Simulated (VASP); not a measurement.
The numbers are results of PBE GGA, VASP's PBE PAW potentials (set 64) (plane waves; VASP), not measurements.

Input for VASP

INCAR:
```
! general
SYSTEM =La2O3
PREC   =Accurate
ENCUT  =520   ! plane-wave cut-off (eV)
LREAL  =.False.   ! projection in real space or not
LASPH  =.True.   ! aspherical one-centre terms

! electronic loop
EDIFF  =1E-6
NELM   =100   ! most electronic steps
ALGO   =Normal   ! blocked Davidson
LMAXMIX=6

! smearing
ISMEAR =0
SIGMA  =0.05   ! width (eV)

! functional
GGA    =PE   ! PBE

! output
LWAVE  =.True.
LCHARG =.False.
```

File KPOINTS:
```
Automatic mesh
0
Gamma
6 6 4
0 0 0
```

File POSCAR:
```
La2O3
1
    1.9688826920    -3.4102047660     0.0000000000
    1.9688826920     3.4102047660     0.0000000000
    0.0000000000     0.0000000000     6.1839676993
La O
2 3
Direct
  0.3333330000   0.6666670000   0.2472692539
  0.6666670000   0.3333330000   0.7527307461
  0.0000000000   0.0000000000   1.0000000000
  0.3333330000   0.6666670000   0.6457762275
  0.6666670000   0.3333330000   0.3542237725
```

POTCAR, in this order: La O (PBE.64 set). Program: vasp_std.

### Question
Estimate the energy per atom (σ→0), band gap (on the k-mesh).

### Answer

```json
{
 "energy per atom (σ→0)": "-8.365 eV/atom",
 "band gap (on the k-mesh)": "3.86 eV"
}
```

File OSZICAR:
```
...
DAV:  10    -0.418241487547E+02   -0.23987E-02   -0.46535E-02  1928   0.150E+00    0.219E-01
DAV:  11    -0.418247931497E+02   -0.64440E-03   -0.16023E-02  1984   0.975E-01    0.144E-01
DAV:  12    -0.418249644417E+02   -0.17129E-03   -0.30270E-03  1856   0.427E-01    0.523E-02
DAV:  13    -0.418250193725E+02   -0.54931E-04   -0.11285E-03  1984   0.237E-01    0.247E-02
DAV:  14    -0.418250243653E+02   -0.49929E-05   -0.14642E-04  1968   0.105E-01    0.409E-03
DAV:  15    -0.418250248672E+02   -0.50181E-06   -0.11338E-05  1808   0.330E-02    0.269E-03
DAV:  16    -0.418250248044E+02    0.62736E-07   -0.11153E-06  1136   0.131E-02
   1 F= -.41825025E+02 E0= -.41825025E+02  d E =-.659601E-15
```

The compound is La2O3 in the a-type structure. It was relaxed first.
